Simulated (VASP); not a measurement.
Input of a VASP 6.6.1 run:

The input INCAR:

```
SYSTEM = TaV
ALGO     = Normal         ! electronic algorithm
EDIFF    = 1E-7           ! SCF threshold, eV
EDIFFG   = -0.005         ! ionic threshold
ENCUT    = 600            ! plane-wave cutoff, eV
IBRION   = 2              ! ionic algorithm
ISIF     = 3              ! what is computed and relaxed
ISMEAR   = -1             ! smearing method
ISPIN    = 2              ! spin polarisation
LASPH    = .True.         ! aspherical terms in the spheres
LCHARG   = .False.        ! write CHGCAR
LMAXMIX  = 4              ! l up to which the mixer works
LORBIT   = 11             ! projections on sites
LREAL    = .False.        ! projectors in reciprocal space
LWAVE    = .False.        ! write WAVECAR
MAGMOM   = 0 2            ! initial moments
NELM     = 120            ! most SCF steps
NSW      = 60             ! ionic steps
PREC     = Accurate       ! precision mode
PSTRESS  = 200          
SIGMA    = 0.05           ! smearing width, eV
```

File KPOINTS:

```
k-points
0
Gamma
  7 7 5
  0 0 0
```

File POSCAR:

```
TaV
1.0
    1.6067000000     -2.3077750000      0.0000000000
    1.6067000000      2.3077750000      0.0000000000
    0.0000000000      0.0000000000      4.3413610000
Ta V
1 1
Direct
    0.0000000000      0.0000000000      0.0000000000
    0.5000000000      0.5000000000      0.5000000000
```

Potentials or basis: VASP PAW LDA potentials, release 64 (Ta_pv, V_sv).

Run with:

```console
$ cat potpaw_LDA.64/Ta_pv/POTCAR potpaw_LDA.64/V_sv/POTCAR > POTCAR
$ mpirun -np 1 vasp_std > vasp.out
```

Q: Estimate the net moment.

A: 0.00 μB per cell.

Q: Estimate the relaxed volume.

A: 13.87 Å³/atom.

The path:
```csv
step,energy change (eV),largest force (eV/Å),pressure (GPa),volume (Å³)
1,0.0000,0.0000,-12.04,32.19
2,4.8426,0.0000,209.48,19.40
3,-0.0013,0.0000,14.74,28.30
4,0.0389,0.0000,18.44,27.91
5,0.0578,0.0000,20.01,27.75
6,0.0577,0.0000,20.02,27.75
7,0.0580,0.0000,20.03,27.74
8,0.0568,0.0000,19.91,27.75
9,0.0564,0.0000,19.88,27.75
10,0.0621,0.0000,20.32,27.71
11,0.0580,0.0000,20.00,27.74
```

Caveat: the cell is relaxed towards a set pressure, so the enthalpy falls and the energy may rise. The run has no spin-orbit coupling, so splittings on Ta are missing.
